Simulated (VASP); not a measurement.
Computed with PBE0 hybrid, VASP's PBE PAW potentials (set 64) (plane waves; VASP 6.6.1).

Input for VASP

File KPOINTS:
```
Automatic mesh
0
Gamma
6 6 6
0 0 0
```

**INCAR**
```
SYSTEM = CsBr
PREC = Accurate; ENCUT = 300; LREAL = .FALSE.
LASPH = .TRUE.; ISYM = 3
EDIFF = 1E-6; NELM = 100; ALGO = Normal
LMAXMIX = 4
ISMEAR = 0; SIGMA = 0.01
GGA = PE; LHFCALC = .TRUE.; AEXX = 0.25
HFRCUT = -1; PRECFOCK = Fast
ISIF = 2
LWAVE = .FALSE.; LCHARG = .FALSE.
```

**POSCAR**
```
CsBr
1
    4.3256200000     0.0000000000     0.0000000000
    0.0000000000     4.3256200000     0.0000000000
    0.0000000000     0.0000000000     4.3256200000
Cs Br
1 1
Direct
 -0.0007860000  -0.0104460000  -0.0042210000
  0.5007860000   0.5104460000   0.5042210000
```

POTCAR, in this order: Cs_sv Br (PBE.64 set). Program: vasp_std.

Gaps are read on the run's mesh, which can miss a band edge. Unless said otherwise, spin-orbit coupling is left out, though it shifts the bands of the heavy elements here.

Q: Estimate the energy per atom (σ→0), largest force, band gap (on the k-mesh).

A: 
- energy per atom (σ→0) = -3.751 eV/atom
- band gap (on the k-mesh) = 6.28 eV
- largest force = 0.00288 Ry/bohr

### OSZICAR
```
...
DAV:  14    -0.750196159931E+01   -0.23060E-04   -0.30412E-05  3296   0.444E-02    0.337E-02
DAV:  15    -0.750197704095E+01   -0.15442E-04   -0.13706E-05  3276   0.298E-02    0.225E-02
DAV:  16    -0.750198615282E+01   -0.91119E-05   -0.60157E-06  3268   0.200E-02    0.152E-02
DAV:  17    -0.750199117413E+01   -0.50213E-05   -0.26537E-06  3252   0.135E-02    0.103E-02
DAV:  18    -0.750199382794E+01   -0.26538E-05   -0.11115E-06  2356   0.913E-03    0.693E-03
DAV:  19    -0.750199519955E+01   -0.13716E-05   -0.65227E-07  2232   0.691E-03    0.477E-03
DAV:  20    -0.750199590941E+01   -0.70987E-06   -0.27776E-07  2024   0.442E-03
   1 F= -.75019959E+01 E0= -.75019959E+01  d E =-.193935E-11
```

The structure comes from a computed database's CsBr entry; how it stands against other phases isn't given here. The cell was not relaxed at this level, atoms are displaced from their ideal sites. The run is one of a series of settings (KPOINTS 6×6×6 Γ-centred mesh against the base run), some of them coarse on purpose.
